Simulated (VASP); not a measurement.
The input files of a VASP run:

INCAR:
```
SYSTEM = CdTe
PREC = Accurate
ENCUT = 480
EDIFF = 1E-6
NELM = 100
ALGO = Normal
LREAL = .FALSE.
LASPH = .TRUE.
ISMEAR = 0
SIGMA = 0.05
GGA = PE
LMAXMIX = 4
LWAVE = .FALSE.
LCHARG = .FALSE.
IBRION = 2
ISIF = 3
NSW = 60
EDIFFG = -0.01
```

File KPOINTS:
```
K-points
0
G
6 6 6
```

File POSCAR:
```
CdTe
1
    0.0000000000     3.2400000000     3.2400000000
    3.2400000000     0.0000000000     3.2400000000
    3.2400000000     3.2400000000     0.0000000000
Cd Te
1 1
Direct
  0.0000000000   0.0000000000   0.0000000000
  0.2500000000   0.2500000000   0.2500000000
```

POTCAR, in this order: Cd Te (PBE.64 set). Program: vasp_std.

Question: Translate this PBE calculation to Ansatz.

Answer: One equivalent input (not run):
Ansatz 0.2 input:
```yaml
crystal:
  lattice:
    - [0.0000000, 3.2400000, 3.2400000]
    - [3.2400000, 0.0000000, 3.2400000]
    - [3.2400000, 3.2400000, 0.0000000]
  atoms:
    - { symbol: Cd, position: [0.0000000, 0.0000000, 0.0000000] }
    - { symbol: Te, position: [0.2500000, 0.2500000, 0.2500000] }
kpoints:
  mp_grid: { grid: [6, 6, 6] }
hamiltonian:
  xc: pbe
  pseudopotentials: { kind: paw }
scf:
  occupations: { method: gaussian, width: 0.05 }
  max_iter: 100
relax:
  max_steps: 60
  f_tol: 0.01
  cell: {}
output: { forces: true, stress: true, eigenvalues: true }
```
What does not carry over: each code has its own PAW files, so the cut-off isn't converted (ENCUT is set for VASP's; basis.ecutwfc is left out, and Ansatz then takes the one that its files recommend); Ansatz stops its SCF on the density residual and VASP on the energy change (EDIFF).

The compound is CdTe in the zinc blende structure. This run relaxes it. Symmetry was kept, so distortions that lower it aren't found.
